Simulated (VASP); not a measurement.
Here is a VASP 6.6.1 calculation.

INCAR

```
SYSTEM = WAu
  PREC = Accurate
  ENCUT = 520
  EDIFF = 1E-6
  ISMEAR = -1
  SIGMA = 0.05
  LREAL = .False.
  LASPH = .True.
  NELM = 60
  ALGO = Normal
  ISIF = 2
  LWAVE = .False.
  LCHARG = .False.
  LMAXMIX = 4
  GGA = PS
  NBANDS = 20
```

KPOINTS

```
Automatic mesh
0
Gamma
  6 6 6
  0 0 0
```

File POSCAR:

```
WAu
1.0
    0.0000000000      2.9092100000      2.9092100000
    2.9092100000      0.0000000000      2.9092100000
    2.9092100000      2.9092100000      0.0000000000
W Au
1 1
Direct
    0.0000000000      0.0000000000      0.0000000000
    0.7500000000      0.7500000000      0.7500000000
```

The input KPOINTS_OPT:

```
path GXWKGLUWLK,UX
10
line-mode
reciprocal
 0.0000000000  0.0000000000  0.0000000000  G
 0.5000000000  0.0000000000  0.5000000000  X

 0.5000000000  0.0000000000  0.5000000000  X
 0.5000000000  0.2500000000  0.7500000000  W

 0.5000000000  0.2500000000  0.7500000000  W
 0.3750000000  0.3750000000  0.7500000000  K

 0.3750000000  0.3750000000  0.7500000000  K
 0.0000000000  0.0000000000  0.0000000000  G

 0.0000000000  0.0000000000  0.0000000000  G
 0.5000000000  0.5000000000  0.5000000000  L

 0.5000000000  0.5000000000  0.5000000000  L
 0.6250000000  0.2500000000  0.6250000000  U

 0.6250000000  0.2500000000  0.6250000000  U
 0.5000000000  0.2500000000  0.7500000000  W

 0.5000000000  0.2500000000  0.7500000000  W
 0.5000000000  0.5000000000  0.5000000000  L

 0.5000000000  0.5000000000  0.5000000000  L
 0.3750000000  0.3750000000  0.7500000000  K

 0.6250000000  0.2500000000  0.6250000000  U
 0.5000000000  0.0000000000  0.5000000000  X
```

Potentials or basis: VASP PAW PBE potentials, release 64 (W_sv, Au).

Launch:

```bash
$ cat potpaw_PBE.64/W_sv/POTCAR potpaw_PBE.64/Au/POTCAR > POTCAR
$ mpirun -np 1 vasp_std > vasp.out
```

(1) What does it give for the pressure?

(2) Estimate the band gap along the path.

Results:

(1) -4.8 GPa.

(2) none (metal or under the smearing width).

Caveat: the PAW data sets were made with another functional, which shifts forces and pressure a little; spin-orbit coupling is left out, which moves the levels of the heavy elements.
